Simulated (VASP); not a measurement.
**GeCN2 under changes of volume**

One of the cells (13.971 Å³/atom); the others are scaled copies at fixed shape and fractional positions:

```
Ge N C
1.0
     1.80471    1.04195    4.95309
    -1.80471    1.04195    4.95309
     0.00000   -2.08390    4.95309
Ge N C
1 2 1
Cartesian
  0.0000 0.0000 0.0000
  0.0000 0.0000 8.6671
  0.0000 0.0000 6.1922
  0.0000 0.0000 7.4296
```

The cell comes from a database or a generator and needn't be the stable form of this composition.

| Quantity | Value |
| --- | --- |
| Program | VASP 6.6.1 |
| Functional | PBE |
| Dispersion | D3(BJ) |
| Potentials or basis | VASP PAW PBE potentials, release 64 (Ge_d, N, C) |
| Cutoff | 520 eV |
| k mesh | 8 × 8 × 8 |
| Occupations | gaussian, width 0.02 eV |
| Spin | no spin polarisation |

```csv
volume (Å³/atom),energy over the lowest point (meV/atom),pressure (GPa),gap on the mesh (eV),largest force (eV/Å)
13.412,?,?,?,?
13.691,4.67,4.9,1.07,0.415
13.971,0.00,0.1,1.12,0.005
14.250,3.21,-3.7,1.16,0.426
14.530,11.69,-6.1,1.19,0.930
```

Problem. What does the run at 13.412 Å³/atom give?

Solution. Energy over the lowest point 15.77 meV/atom; pressure 6.9 GPa; gap on the mesh 1.02 eV; largest force 1.163 eV/Å.

Worked out: A Birch-Murnaghan fit of order 2 (a polynomial in V^(-2/3)) to the other rows has its minimum at 14.00 Å³/atom with B0 = V·E''(V) = 196 GPa at fixed shape and positions, which overstates the stiffness. It gives 16.46 meV/atom at 13.412 Å³/atom, against the run's 15.77, and -dE/dV = 9.2 GPa, against 6.9. A straight line through the other rows of the gap, of slope 2.02 eV per unit of ln V, extrapolates to 1.03 eV, against the run's 1.02.

Energies are extrapolated to zero smearing.

Caveats: the standard files for N, O and F lose accuracy on very short bonds; forces of over 1 eV/Å show positions far from the minimum, so gaps and moduli don't describe the material at rest (some runs).

A mesh can miss the band edges. Spin-orbit coupling on Ge is left out.
